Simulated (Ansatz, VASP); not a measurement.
# Cross-check of Ti2O between VASP and Ansatz, part 2 of 2

Aim: how closely do two programs agree when they are given the same cell, functional and k mesh? The cell is taken from a series of runs on this material, whose earlier steps may have relaxed, scaled, displaced or heated it; both programs get it as it stands.

VASP 6.6.1 and Ansatz 0.2.0.

So far: The starting structure; Ansatz: relaxation of cell and atoms, PBEsol, pair 1; VASP: relaxation of cell and atoms, PBEsol, pair 1; Differences.

## Step 5: Ansatz: relaxation of cell and atoms, PBEsol, pair 2

Level of this step: Ansatz beside VASP: Kohn-Sham DFT, plane waves, PBEsol (Ansatz).

The relaxed volume is the usual yardstick between codes: in a stiff, nearly cubic crystal its relative difference is about their pressure difference at one cell divided by the bulk modulus.

The cell is taken from a series of runs on this material, whose earlier steps may have relaxed, scaled, displaced or heated it; both programs get it as it stands.

The input, input.yaml:

```yaml
crystal:
  lattice:
    - [2.9527736952, 0.0, 0.0]
    - [-1.4763868476, 2.5571770317, 0.0]
    - [0.0, 0.0, 4.723362607]
  atoms:
    - { symbol: Ti, position: [0.6666666667, 0.3333333333, 0.2628353137] }
    - { symbol: Ti, position: [0.3333333333, 0.6666666667, 0.7371646863] }
    - { symbol: O, position: [0.0, 0.0, 0.0] }
kpoints:
  mp_grid: { grid: [12, 12, 6] }
hamiltonian:
  xc: pbesol
  pseudopotentials: { kind: paw, azcp: { folder: soft_1 }, xc_functional: pbe }
scf:
  occupations: { method: methfessel_paxton, width: 0.2 }
output:
  forces: true
  stress: true
  eigenvalues: true
relax:
  adjacent_minimum: "off"
  f_tol: 0.001
  max_steps: 60
  cell: { stress_tol: 0.01 }
```

On the command line:

```bash
$ ansatz run input.yaml --threads 4 --pin off --max-ram 12288MiB --backend cpu --events-out ev --progress --plain --runs-dir out
```

Numbers of over 12 decimals in the logs are rounded to 6 here.

Log:

```text
[...]
Crystal: 3 atoms, lattice volume = 35.665 Å³
Basis set: ecut = 420 eV, 687 PW (Γ), exchange–correlation on 40×40×64 points (8 copies of the dense FFT grid, shifted against one another)
Bands: 19, of which v1, the nominal top of the filled ones, is band 15 counted from 1 (14 counted from 0)
Symmetry: 12 space group operations
[...]
k-points: 100 of 864
[...]
k-point 99: bands = [... 11 lower, 8.3990, 14.1968, 14.7267, 14.7267, 16.5499, 16.5499, 16.7923, 18.3836]
--- Relaxed structure (3 steps of the walk, 3 accepted, 1 SCFs on fresh bases) ---
[...]
cell:  # Å, volume = 35.6597 Å³
    - [2.952502, 0, 0]
    - [-1.476251, 2.556942, 0]
    - [0, 0, 4.723528]
  atoms:
    - { symbol: Ti, position: [0.666667, 0.333333, 0.262822] }
    - { symbol: Ti, position: [0.333333, 0.666667, 0.737178] }
    - { symbol: O, position: [0, 0, 0] }
[key lines of the parts left out:]
SCF converged after 5 iterations
Free energy (F): -5511.831705 eV
Fermi energy:    15.462267 eV
P = ⅓ Tr σ = -0.0041 GPa (-0.041 kbar)
```

## Step 6: VASP: relaxation of cell and atoms, PBEsol, pair 2

The same cell, functional, mesh and smearing now go to VASP, with its own data sets.

The input, INCAR:

```
SYSTEM = Ti2O
PREC = Accurate
ENCUT = 600
EDIFF = 1E-07
NELM = 120
ISMEAR = 1
SIGMA = 0.2
LREAL = .FALSE.
ALGO = Normal
GGA = PS
NBANDS = 21
LASPH = .TRUE.
LORBIT = 11
LWAVE = .FALSE.
LCHARG = .FALSE.
ISIF = 3
IBRION = 2
NSW = 80
EDIFFG = -0.005
GGA_COMPAT = .FALSE.
NELMIN = 4
```

The input, POSCAR:

```
Ti2O
1.0
    2.9527740000      0.0000000000      0.0000000000
   -1.4763870000      2.5571770000      0.0000000000
    0.0000000000      0.0000000000      4.7233630000
Ti O
2 1
Direct
    0.6666666015      0.3333332030      0.2628351876
    0.3333333985      0.6666667970      0.7371646007
    0.0000000000      0.0000000000      0.0000000000
```

The input, KPOINTS:

```
Automatic mesh
0
Gamma
12 12 6
0 0 0
```

Potentials, in the order of the species: Ti_sv and O (PBE family, release 64).

On the command line:

```bash
$ mpirun -np 1 vasp_std
```

Log:

```text
[banner, memory and clock lines left out]
running    1 mpi-ranks, on    1 nodes
[...]
[... a notice as in an earlier step ...]

 LDA part: xc-table for (Slater+PW92), standard interpolation
 POSCAR, INCAR and KPOINTS ok, starting setup
[...]
entering main loop
       N       E                     dE             d eps       ncg     rms          rms(c)
DAV:   1     0.360371039780E+03    0.36037E+03   -0.16848E+04  4208   0.197E+03
DAV:   2     0.137252304939E+02   -0.34665E+03   -0.33363E+03  4340   0.523E+02
DAV:   3    -0.285504340125E+02   -0.42276E+02   -0.41265E+02  6642   0.158E+02
DAV:   4    -0.317949060616E+02   -0.32445E+01   -0.32233E+01  5712   0.403E+01
[...]
DAV:  13    -0.276125211390E+02    0.48655E-05   -0.38071E-05  5600   0.656E-02    0.439E-03
DAV:  14    -0.276125207701E+02    0.36893E-06   -0.19149E-06  5891   0.135E-02    0.131E-03
DAV:  15    -0.276125208261E+02   -0.56035E-07   -0.20377E-07  3868   0.414E-03
   1 F= -.27612521E+02 E0= -.27612981E+02  d E =-.276125E+02
[... from here on, the cycles between the ionic steps are left out ...]
   2 F= -.27612590E+02 E0= -.27613069E+02  d E =-.693303E-04
   3 F= -.27612626E+02 E0= -.27613098E+02  d E =-.105670E-03
   4 F= -.27612673E+02 E0= -.27613152E+02  d E =-.462494E-04
   5 F= -.27612677E+02 E0= -.27613160E+02  d E =-.507580E-04
   6 F= -.27612683E+02 E0= -.27613160E+02  d E =-.592167E-05
 trial-energy change:   -0.000006  1 .order   -0.000006   -0.000013    0.000000
 step:   0.9776(harm=  0.9845)  dis= 0.00002  next Energy=   -27.612683 (dE=-0.593E-05)
 reached required accuracy - stopping structural energy minimisation
```

OUTCAR, selected parts (step 6):

```text
  Total        0.0032388      0.0032388      0.0022717      0.0000000     -0.0000000     -0.0000000
  in kB        0.1453767      0.1453767      0.1019685      0.0000000     -0.0000000     -0.0000000
  external PRESSURE =       0.1309073 kB  Pullay stress =       0.0000000 kB

 POSITION                                       TOTAL-FORCE (eV/Angst)
 -----------------------------------------------------------------------------------
      1.47615      0.85225      1.24613         0.000000     -0.000000      0.000213
      0.00000      1.70451      3.48269        -0.000000     -0.000000     -0.000213
     -1.47615      2.55676     -0.00000         0.000000      0.000000     -0.000000
 -----------------------------------------------------------------------------------
    total drift:                               -0.000000     -0.000000      0.001741

  FREE ENERGIE OF THE ION-ELECTRON SYSTEM (eV)
  ---------------------------------------------------
  free  energy   TOTEN  =       -27.6126831755 eV

  energy  without entropy=      -27.6141149421  energy(sigma->0) =      -27.61316043

[... 2 parts as in an earlier step ...]

[... 2 further parts left out ...]
[key lines of the parts left out:]
E-fermi :  10.0037
```

## Step 7: Side by side

Compared:

```
                                         quantity  Ansatz   VASP  difference
                                      volume (Å³)   35.66  35.69     -0.10 %
edge a after relaxation, in the typed setting (Å)   2.953  2.952     +0.01 %
edge c after relaxation, in the typed setting (Å)   4.723  4.729     -0.11 %
```

## Step 8: Results

- difference in edge c after relaxation, in the typed setting (relaxation of cell and atoms, PBEsol, pair 1): -0.10 %
- difference in edge c after relaxation, in the typed setting (relaxation of cell and atoms, PBEsol, pair 2): -0.11 %

The difference in edge c after relaxation, in the typed setting is -0.11 % (relaxation of cell and atoms, PBEsol, pair 2), within the 1.2 % picked in this series as the mark of a large difference, as far as the stopping tolerances let one tell. Such differences can come from data sets, numerical settings and the points named under the comparisons, not from the functional's error against experiment.

[Lines on the potential files, build, host, timing and source positions are cut from VASP's logs without a mark.]

[Logs are printed without paths, hosts, clocks, repeated set-up lines and the standing remarks that a program may print on its own settings, such as how far it seeks lower states.]

[Hosts, paths, dates, database ids (printed as entryN), source tags and the programs' standing remarks are cut or masked in the printed files.]
